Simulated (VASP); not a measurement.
Computed with SCAN meta-GGA, VASP's PBE PAW potentials (set 64) (plane waves; VASP).

Input for VASP

**KPOINTS**
```
Automatic mesh
0
Gamma
6 6 8
0 0 0
```

POSCAR:
```
MgH2
1
    4.4657573599    -0.0000000000     0.0000000000
    0.0000000000     4.4657573599     0.0000000000
    0.0000000000     0.0000000000     2.9787376830
Mg H
2 4
Direct
  0.0000000000   0.0000000000   0.0000000000
  0.5000000000   0.5000000000   0.5000000000
  0.3046026935   0.3046026935   0.0000000000
  0.8046026935   0.1953973065   0.5000000000
  0.1953973065   0.8046026935   0.5000000000
  0.6953973065   0.6953973065   0.0000000000
```

**INCAR**
```
ALGO  =  Normal
EDIFF  =  1E-7
ENCUT  =  520
ISIF  =  2
ISMEAR  =  -5
LASPH  =  .TRUE.
LCHARG  =  .FALSE.
LEFG  =  .TRUE.
LMIXTAU  =  .TRUE.
LORBIT  =  11
LREAL  =  .FALSE.
LWAVE  =  .FALSE.
METAGGA  =  SCAN
NEDOS  =  601
NELM  =  100
PREC  =  Accurate
SYSTEM  =  MgH2
```

### KPOINTS_OPT
```
k-points along high-symmetry lines
6
Line-mode
Reciprocal
  0.000000   0.000000   0.000000 ! GAMMA
  0.000000   0.500000   0.000000 ! X

  0.000000   0.500000   0.000000 ! X
  0.500000   0.500000   0.000000 ! M

  0.500000   0.500000   0.000000 ! M
  0.000000   0.000000   0.000000 ! GAMMA

  0.000000   0.000000   0.000000 ! GAMMA
  0.000000   0.000000   0.500000 ! Z

  0.000000   0.000000   0.500000 ! Z
  0.000000   0.500000   0.500000 ! R

  0.000000   0.500000   0.500000 ! R
  0.500000   0.500000   0.500000 ! A

  0.500000   0.500000   0.500000 ! A
  0.000000   0.000000   0.500000 ! Z

  0.000000   0.500000   0.000000 ! X
  0.000000   0.500000   0.500000 ! R

  0.500000   0.500000   0.000000 ! M
  0.500000   0.500000   0.500000 ! A
```

POTCAR, in this order: Mg H (PBE.64 set). Program: vasp_std.

Output

OSZICAR:
```
       N       E                     dE             d eps       ncg     rms          rms(c)
DAV:   1    -0.709338761681E+01   -0.70934E+01   -0.33218E+03   816   0.788E+02
DAV:   2    -0.264201484114E+02   -0.19327E+02   -0.19142E+02  1088   0.849E+01
DAV:   3    -0.270522617490E+02   -0.63211E+00   -0.63211E+00  1040   0.210E+01
DAV:   4    -0.270536989508E+02   -0.14372E-02   -0.14372E-02  1080   0.101E+00
DAV:   5    -0.270537043677E+02   -0.54169E-05   -0.54169E-05  1064   0.484E-02    0.649E+00
DAV:   6    -0.248143571068E+02    0.22393E+01   -0.11235E+00   840   0.838E+00    0.330E+00
DAV:   7    -0.255440296942E+02   -0.72967E+00   -0.80049E-01   864   0.947E+00    0.794E-01
DAV:   8    -0.254361859652E+02    0.10784E+00   -0.90415E-02   936   0.274E+00    0.428E-01
DAV:   9    -0.254287007946E+02    0.74852E-02   -0.77797E-02   800   0.328E+00    0.388E-01
DAV:  10    -0.254324149570E+02   -0.37142E-02   -0.56702E-02   800   0.290E+00    0.709E-02
DAV:  11    -0.254338296230E+02   -0.14147E-02   -0.19562E-03   904   0.586E-01    0.297E-02
DAV:  12    -0.254330381835E+02    0.79144E-03   -0.58503E-04   800   0.391E-01    0.151E-02
DAV:  13    -0.254334682629E+02   -0.43008E-03   -0.14835E-04   880   0.176E-01    0.306E-03
DAV:  14    -0.254332509505E+02    0.21731E-03   -0.14408E-04   800   0.184E-01    0.256E-03
DAV:  15    -0.254332189909E+02    0.31960E-04   -0.16299E-05   864   0.544E-02    0.158E-03
DAV:  16    -0.254332193503E+02   -0.35932E-06   -0.15410E-06   896   0.140E-02    0.366E-04
DAV:  17    -0.254332196851E+02   -0.33480E-06   -0.99584E-08  1048   0.486E-03    0.186E-04
DAV:  18    -0.254332196829E+02    0.21716E-08   -0.64329E-09   432   0.138E-03
   1 F= -.25433220E+02 E0= -.25433220E+02  d E =0.000000E+00
       N       E                     dE             ncg
       N       E                     dE             ncg
```

OUTCAR:
```
------------------------ aborting loop because EDIFF is reached ----------------------------------------
  FORCE on cell =-STRESS in cart. coord.  units (eV):
  Direction    XX          YY          ZZ          XY          YZ          ZX
  --------------------------------------------------------------------------------------
  Total       -0.0290959     -0.0290959      0.0452810      0.0000000      0.0000000      0.0000000
  in kB       -0.7847297     -0.7847297      1.2212477      0.0000000      0.0000000      0.0000000
  external PRESSURE =      -0.1160705 kB  Pullay stress =       0.0000000 kB
  volume of cell :       59.40
      direct lattice vectors                 reciprocal lattice vectors
     4.465757360  0.000000000  0.000000000     0.223926183  0.000000000  0.000000000
     0.000000000  4.465757360  0.000000000     0.000000000  0.223926183  0.000000000
     0.000000000  0.000000000  2.978737683     0.000000000  0.000000000  0.335712676
 POSITION                                       TOTAL-FORCE (eV/Angst)
 -----------------------------------------------------------------------------------
      0.00000      0.00000      0.00000        -0.000000     -0.000000     -0.000000
      2.23288      2.23288      1.48937        -0.000000     -0.000000     -0.000000
      1.36028      1.36028      0.00000         0.001547      0.001547      0.000000
      3.59316      0.87260      1.48937         0.001547     -0.001547     -0.000000
      0.87260      3.59316      1.48937        -0.001547      0.001547      0.000000
      3.10548      3.10548      0.00000        -0.001547     -0.001547     -0.000000
 -----------------------------------------------------------------------------------
    total drift:                                0.000000      0.000000      0.000000
  FREE ENERGIE OF THE ION-ELECTRON SYSTEM (eV)
  ---------------------------------------------------
  free  energy   TOTEN  =       -25.4332196829 eV

  energy  without entropy=      -25.4332196829  energy(sigma->0) =      -25.43321968

 total charge

# of ion       s       p       d       tot
------------------------------------------
    1        0.144   0.153   0.040   0.337
    2        0.144   0.153   0.040   0.337
    3        0.586   0.002   0.000   0.588
    4        0.586   0.002   0.000   0.588
    5        0.586   0.002   0.000   0.588
    6        0.586   0.002   0.000   0.588
--------------------------------------------------
tot          2.634   0.314   0.080   3.028

 Electric field gradients after diagonalization (V/A^2)
 (convention: |V_zz| > |V_xx| > |V_yy|)
----------------------------------------------------------------------
 ion       V_xx      V_yy      V_zz     asymmetry (V_yy - V_xx)/ V_zz
----------------------------------------------------------------------
   1       5.680     0.661    -6.341       0.792
   2       5.680     0.661    -6.341       0.792
   3       4.422     1.134    -5.556       0.592
   4       4.422     1.134    -5.556       0.592
   5       4.422     1.134    -5.556       0.592
   6       4.422     1.134    -5.556       0.592
```
(Selected blocks of OUTCAR.)

The compound is MgH2 in the rutile structure. It was relaxed first.
